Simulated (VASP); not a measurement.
Here is the system:

```
TlBr
1.0
    2.14048    -5.91970     0.00000
    2.14048     5.91970     0.00000
    0.00000     0.00000     4.74168
Tl Br
2 2
Direct
  0.39379   0.60621   0.75000
  0.60621   0.39379   0.25000
  0.86318   0.13682   0.25000
  0.13682   0.86318   0.75000
```

Calculation: LDA (Ceperley-Alder, Perdew-Zunger), VASP's LDA PAW potentials (set 64) (plane waves; VASP). Settings: 400 eV cut-off, Gaussian smearing of 0.050 eV, potentials Tl_d Br.

Unless said otherwise, spin-orbit coupling is left out, though it shifts the bands of the heavy elements here.

**Question.** Give the energies of bands 13 to 23 at the high-symmetry points, in eV from the valence-band maximum.

**Answer.** 
```tsv
band	Γ	Y	C0	Z	A0	T	S	R
13	-5.04	-5.87	-6.30	-5.54	-4.86	-6.00	-6.25	-4.76
14	-3.88	-4.32	-4.73	-5.54	-4.86	-6.00	-4.78	-4.76
15	-3.58	-2.52	-2.57	-2.76	-3.67	-1.66	-2.32	-3.31
16	-3.06	-2.48	-1.91	-2.76	-3.67	-1.66	-1.95	-3.31
17	-2.04	-2.46	-1.75	-1.57	-2.35	-1.44	-1.92	-3.05
18	-1.96	-1.59	-1.57	-1.57	-2.35	-1.44	-1.66	-3.05
19	-1.88	-0.95	-0.58	-0.29	-1.44	-0.29	-0.61	-1.38
20	-1.30	-0.86	-0.43	-0.29	-1.44	-0.29	-0.51	-1.38
21	4.59	2.80	2.24	2.87	3.55	2.05	2.35	3.90
22	5.12	4.48	2.65	2.87	3.55	2.05	2.65	3.90
23	5.45	4.60	2.68	4.33	5.52	4.87	2.73	5.14
```

The gap is direct, 1.62 eV, from the valence maximum at T-Y at 0.29 to the conduction minimum at T-Y at 0.29.

The structure comes from a computed database's TlBr entry (Cmcm); how it stands against other phases isn't given here. It was relaxed first, which changed the volume by -12 %.
